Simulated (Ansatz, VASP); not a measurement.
**Two plane-wave programs on In3S2**

```
In S
1.0
     4.31051    2.48867    2.48722
    -4.31051    2.48867    2.48722
     0.00000   -4.97735    2.48722
In S
3 2
Direct
  0.00000 0.50000 0.00000
  0.00000 0.00000 0.50000
  0.50000 0.00000 0.00000
  0.73218 0.73218 0.73218
  0.26782 0.26782 0.26782
```

Change from the starting cell: species swapped into the Br2Cl3 type (R-3m, No. 166).

Alike in both runs: functional PBE; k mesh 3 × 3 × 3; occupations gaussian, width 0.1 eV; no spin polarisation.

Ansatz relaxed the structure, and its values are those at the end. VASP's run is a single point on that final structure, the one shown.

```csv
,VASP,Ansatz
version,VASP 6.6.1,Ansatz 0.2.0
potentials or method,"VASP PAW PBE potentials, release 64 (In_d, S)","scalar-relativistic, plane waves, PAW"
plane-wave cutoff (eV),520,420
valence electrons in the cell,51,51
```

|  | VASP | Ansatz | Ansatz less VASP |
| --- | --- | --- | --- |
| gap on the k mesh at the Fermi level (eV) | none | none | - |
| pressure (GPa) | -0.1 | -0.1 | +0.05 |

A gap of «none» marks a metal or a gap that the smearing closes. The functional is the same, so the differences come from potentials, cutoffs and numerics.

Caveats: the k mesh is coarse (spacing up to 0.40 Å⁻¹), so the values aren't converged.
